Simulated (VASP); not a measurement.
Energy against volume of BaF2 (fluorite). Method: optB88-vdW, VASP's PBE PAW potentials (set 64) (plane waves; VASP).

```
V (Å³/atom)  E (eV/atom)
-----------  -----------
18.957          -3.82200
19.562          -3.83492
20.167          -3.83970
20.772          -3.83765
21.377          -3.82987
```

Question: Fit a third-order Birch-Murnaghan equation of state.

Answer: 
The volume per atom is 20.27 Å³/atom and the bulk modulus is 58.6 GPa. The pressure derivative of the bulk modulus is 4.89 and the lattice constant a is 6.242 Å.

Measured: bulk modulus 57.0 GPa (computed value off by +2.8 %), as given by On the Morphology of Group II Metal Fluoride Nanocrystals at Finite Temperature and Partial Pressure of HF, PMC6154342. The calculation is for a static lattice, while the measured bulk modulus holds thermal and zero-point effects, which are part of the difference.

The compound is BaF2 in the fluorite structure. It was relaxed first.
